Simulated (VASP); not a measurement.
Input of a VASP 6.6.1 run:

File INCAR:

```
PREC = Accurate
ENCUT = 520
EDIFF = 1E-6
ISMEAR = 0
SIGMA = 0.1
LREAL = False
LASPH = True
NELM = 120
ALGO = Normal
ISIF = 3
LWAVE = False
LCHARG = False
GGA = PE
IBRION = 2
NSW = 90
EDIFFG = -0.01
KPAR = 4
```

The input KPOINTS:

```
Automatic mesh
0
Gamma
  8 8 4
```

POSCAR

```
Sb2Te3O2
1.0
    4.0139021500      0.0000000000      0.0000000000
   -2.0069510800      3.4761412300      0.0000000000
    0.0000000000      0.0000000000     11.7630000000
Sb Te O
2 3 2
Direct
    0.0000000000      0.0000000000      0.0078211300
    0.3333333300      0.6666666700      0.2456856200
    0.6666666700      0.3333333300      0.4397687700
    0.6666666700      0.3333333300      0.8077871300
    0.0000000000      0.0000000000      0.6263708200
    0.0000000000      0.0000000000      0.1881322800
    0.3333333300      0.6666666700      0.0595086300
```

Potentials or basis: VASP PAW PBE potentials, release 64 (Sb, Te, O).

The run is started by

```console
$ cat potpaw_PBE.64/Sb/POTCAR potpaw_PBE.64/Te/POTCAR potpaw_PBE.64/O/POTCAR > POTCAR
$ mpirun -np 4 vasp_std > vasp.out
```

Problem. What does it give for the relaxed volume?

Solution. 23.28 Å³/atom.

Problem. Predict the space group after relaxing (to 0.05 Å).

Solution. P3m1 (No. 156).

Step by step:
```tsv
step	energy change (eV)	largest force (eV/Å)	pressure (GPa)	volume (Å³)
1	0.0000	0.3285	-0.07	164.13
2	-0.0116	0.2508	-0.20	163.87
3	-0.0228	0.2045	-0.41	163.23
4	-0.0250	0.0573	0.59	161.25
5	-0.0263	0.0932	0.23	162.00
6	-0.0283	0.0355	0.10	162.55
7	-0.0287	0.0526	-0.01	163.19
8	-0.0288	0.0350	0.01	163.00
9	-0.0288	0.0344	0.02	162.98
10	-0.0289	0.0089	-0.04	163.08
11	-0.0289	0.0117	-0.05	163.10
12	-0.0290	0.0095	0.02	162.93
```

Spin-orbit coupling is left out, which matters for the levels of Sb, Te.
